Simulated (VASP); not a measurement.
Consider the following.

```yaml
crystal:
  lattice:
    - [4.19000, 0.00000, 0.00000]
    - [0.00000, 4.19000, 0.00000]
    - [0.00000, 0.00000, 4.19000]
  atoms:
    - { symbol: Ba, position: [0.00000, 0.00000, 0.00000] }
    - { symbol: Zr, position: [0.50000, 0.50000, 0.50000] }
    - { symbol: O, position: [0.50000, 0.00000, 0.50000] }
    - { symbol: O, position: [0.00000, 0.50000, 0.50000] }
    - { symbol: O, position: [0.50000, 0.50000, 0.00000] }
```

All values below come from PBEsol GGA, VASP's PBE PAW potentials (set 64) (plane waves; VASP 6.6.1). Settings: 520 eV cut-off, 6×6×6 Γ-centred mesh, tetrahedra with Blöchl corrections, potentials Ba_sv Zr_sv O.

The cores are frozen, which limits the accuracy of field gradients.

**Question.** Give the principal components of the electric field gradient (V/Å²) and the asymmetry η at each nucleus.

**Answer.** 
```json
[
 {"atom": "Ba1", "Vxx": "0.0", "Vyy": "0.0", "Vzz": "0.0", "η": "-"},
 {"atom": "Zr2", "Vxx": "0.0", "Vyy": "0.0", "Vzz": "0.0", "η": "-"},
 {"atom": "O3", "Vxx": "8.4", "Vyy": "8.4", "Vzz": "-16.7", "η": "0.00"},
 {"atom": "O4", "Vxx": "8.4", "Vyy": "8.4", "Vzz": "-16.7", "η": "0.00"},
 {"atom": "O5", "Vxx": "8.4", "Vyy": "8.4", "Vzz": "-16.7", "η": "0.00"}
]
```

The compound is BaZrO3 in the cubic perovskite structure. The cell was not relaxed at this level.
